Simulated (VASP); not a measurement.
An input for Ansatz (written as the equivalent of a VASP run, and not itself run):

Ansatz 0.2 input:
```yaml
crystal:
  lattice:
    - [2.0729445, -3.5801247, 0.0000000]
    - [2.0550697, 3.5698047, 0.0000000]
    - [0.0000000, 0.0000000, 6.9999353]
  atoms:
    - { symbol: Mg, position: [0.0000000, 0.0000000, 1.0000000] }
    - { symbol: I, position: [0.3333330, 0.6666670, 0.2382637] }
    - { symbol: I, position: [0.6666670, 0.3333330, 0.7617363] }
kpoints:
  mp_grid: { grid: [6, 6, 4] }
hamiltonian:
  xc: pbesol
  pseudopotentials: { kind: paw }
scf:
  occupations: { method: gaussian, width: 0.05 }
  max_iter: 100
output: { forces: true, stress: true, eigenvalues: true }
```

Question: Translate this input to VASP (INCAR, KPOINTS, POSCAR, choice of POTCAR).

Answer: One answer among several that fit: 
**KPOINTS**
```
Automatic mesh
0
Gamma
6 6 4
0 0 0
```

### INCAR
```
SYSTEM = MgI2
PREC = Accurate
ENCUT = 480
EDIFF = 1E-7
NELM = 100
ALGO = Normal
LREAL = .FALSE.
LASPH = .TRUE.
ISMEAR = 0
SIGMA = 0.05
GGA = PS
LMAXMIX = 4
LWAVE = .FALSE.
LCHARG = .FALSE.
ISIF = 2
```

File POSCAR:
```
MgI2
1
    2.0729444767    -3.5801247026     0.0000000000
    2.0550696533     3.5698046672     0.0000000000
    0.0000000000     0.0000000000     6.9999352948
Mg I
1 2
Direct
  0.0000000000   0.0000000000   1.0000000000
  0.3333330000   0.6666670000   0.2382637304
  0.6666670000   0.3333330000   0.7617362696
```

POTCAR, in this order: Mg I (PBE.64 set). Program: vasp_std.

What does not carry over: each code has its own PAW files, so the cut-off isn't converted (ENCUT is set for VASP's; basis.ecutwfc is left out, and Ansatz then takes the one that its files recommend); Ansatz stops its SCF on the density residual and VASP on the energy change (EDIFF).

The compound is MgI2 in the 1T layered structure. This cell was strained or had an atom moved on purpose.
